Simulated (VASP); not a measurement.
These are TPSS meta-GGA, VASP's PBE PAW potentials (set 64) (plane waves; VASP 6.6.1) values and carry that method's errors.

The input files of a VASP run:

File POSCAR:
```
Ba
4.3882540
 -0.5773503155   0.5773503155   0.5773503155
  0.5773503155  -0.5773503155   0.5773503155
  0.5773503155   0.5773503155  -0.5773503155
Ba
1
Direct
  1.0000000000   0.0000000000   0.0000000000
```

### INCAR
```
# general
SYSTEM   =  Ba
PREC     =  Accurate
ENCUT    =  520   # plane-wave cut-off (eV)
LREAL    =  .FALSE.
LASPH    =  .TRUE.

# electronic loop
EDIFF    =  1E-7   # SCF stop (eV)
NELM     =  100
ALGO     =  Normal
LMAXMIX  =  4
LMIXTAU  =  .TRUE.

# smearing
ISMEAR   =  1
SIGMA    =  0.1

# functional
METAGGA  =  TPSS

# ions
ISIF     =  2   # forces and stress, cell fixed

# output
LWAVE    =  .FALSE.
LCHARG   =  .FALSE.
```

KPOINTS:
```
K-points
0
G
  10 10 10
0 0 0
```

POTCAR, in this order: Ba_sv (PBE.64 set). Program: vasp_std.

Output

File OSZICAR:
```
       N       E                     dE             d eps       ncg     rms          rms(c)
DAV:   1     0.915924816723E+02    0.91592E+02   -0.46199E+03  1269   0.195E+03
DAV:   2    -0.719490248174E+00   -0.92312E+02   -0.90632E+02  1567   0.290E+02
DAV:   3    -0.783259658258E+01   -0.71131E+01   -0.69954E+01  1332   0.135E+02
DAV:   4    -0.819577107985E+01   -0.36317E+00   -0.36141E+00  1636   0.412E+01
DAV:   5    -0.822008288764E+01   -0.24312E-01   -0.23909E-01  1588   0.101E+01    0.275E+00
DAV:   6    -0.952841136292E+01   -0.13083E+01   -0.39773E+00   948   0.250E+01    0.613E-01
DAV:   7    -0.970002007583E+01   -0.17161E+00   -0.29044E-01  1180   0.672E+00    0.287E-01
DAV:   8    -0.951560411271E+01    0.18442E+00   -0.20318E-01   962   0.489E+00    0.132E-01
DAV:   9    -0.955114408699E+01   -0.35540E-01   -0.49149E-02   939   0.305E+00    0.737E-02
DAV:  10    -0.955719322686E+01   -0.60491E-02   -0.43219E-03  1039   0.873E-01    0.566E-02
DAV:  11    -0.954966274892E+01    0.75305E-02   -0.85702E-03   869   0.122E+00    0.181E-02
DAV:  12    -0.955290025704E+01   -0.32375E-02   -0.15045E-03   882   0.486E-01    0.108E-02
DAV:  13    -0.955318377852E+01   -0.28352E-03   -0.27797E-04  1044   0.136E-01    0.697E-03
DAV:  14    -0.955328160604E+01   -0.97828E-04   -0.25081E-05  1147   0.439E-02    0.246E-03
DAV:  15    -0.955333519621E+01   -0.53590E-04   -0.20609E-05   871   0.376E-02    0.371E-03
DAV:  16    -0.955333908157E+01   -0.38854E-05   -0.37973E-06   935   0.207E-02    0.215E-03
DAV:  17    -0.955333953758E+01   -0.45601E-06   -0.59603E-07  1273   0.790E-03    0.122E-03
DAV:  18    -0.955333948998E+01    0.47596E-07   -0.14605E-07   897   0.455E-03
   1 F= -.95533395E+01 E0= -.95532587E+01  d E =-.242408E-03
```

OUTCAR:
```
------------------------ aborting loop because EDIFF is reached ----------------------------------------
  FORCE on cell =-STRESS in cart. coord.  units (eV):
  Direction    XX          YY          ZZ          XY          YZ          ZX
  --------------------------------------------------------------------------------------
  Total       -0.1113290     -0.1113290     -0.1113290      0.0000000      0.0000000      0.0000000
  in kB       -2.7419866     -2.7419866     -2.7419866      0.0000000      0.0000000      0.0000000
  external PRESSURE =      -2.7419866 kB  Pullay stress =       0.0000000 kB
  volume of cell :       65.05
      direct lattice vectors                 reciprocal lattice vectors
    -2.533559831  2.533559831  2.533559831     0.000000000  0.197350776  0.197350776
     2.533559831 -2.533559831  2.533559831     0.197350776  0.000000000  0.197350776
     2.533559831  2.533559831 -2.533559831     0.197350776  0.197350776  0.000000000
 POSITION                                       TOTAL-FORCE (eV/Angst)
 -----------------------------------------------------------------------------------
      0.00000      0.00000      0.00000         0.000000      0.000000      0.000000
 -----------------------------------------------------------------------------------
    total drift:                                0.000000     -0.000000      0.000000
  FREE ENERGIE OF THE ION-ELECTRON SYSTEM (eV)
  ---------------------------------------------------
  free  energy   TOTEN  =        -9.5533394900 eV

  energy  without entropy=       -9.5530970816  energy(sigma->0) =       -9.55325869
```
(Selected blocks of OUTCAR.)

The compound is Ba in the bcc structure. This cell is one point of a volume scan, at 1.03 of the reference volume.
